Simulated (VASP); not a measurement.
Here is the system:

```
CsPbBr3
1.0
    6.02876     0.00000     0.00000
    0.00000     5.80981     5.81074
    0.00000    -5.80981     5.81074
Cs Pb Br
2 2 6
Cartesian
  3.01438   0.00000   5.74381
  3.01438   0.00000  11.58449
  0.00000   2.91188   8.62693
  0.00000  -2.91188   8.62693
  0.00000  -3.63408   5.72543
  0.00000   3.63408   5.72543
  3.01438  -2.94293   8.59604
  3.01438   2.94293   8.59604
  0.00000   0.00000   3.56294
  0.00000   0.00000   7.91499
```

These are r2SCAN meta-GGA, VASP's PBE PAW potentials (set 64) (plane waves; VASP 6.6.1) values and carry that method's errors. Run with 400 eV cut-off, 4×3×3 Γ-centred mesh, Gaussian smearing of 0.050 eV, potentials Cs_sv Pb_d Br.

Unless said otherwise, spin-orbit coupling is left out, though it shifts the bands of the heavy elements here.

Q: Estimate the energy per atom (σ→0), band gap (on the k-mesh) with the smallest direct gap where there is one.

A: 
| Item | Value |
|---|---|
| band gap (on the k-mesh) | 2.23 eV |
| smallest direct gap (on the k-mesh) | 2.23 eV |
| energy per atom (σ→0) | -25.706 eV/atom |

The structure comes from a computed database's CsPbBr3 entry (Amm2); how it stands against other phases isn't given here. It was relaxed first. The start is the result of an earlier pass.
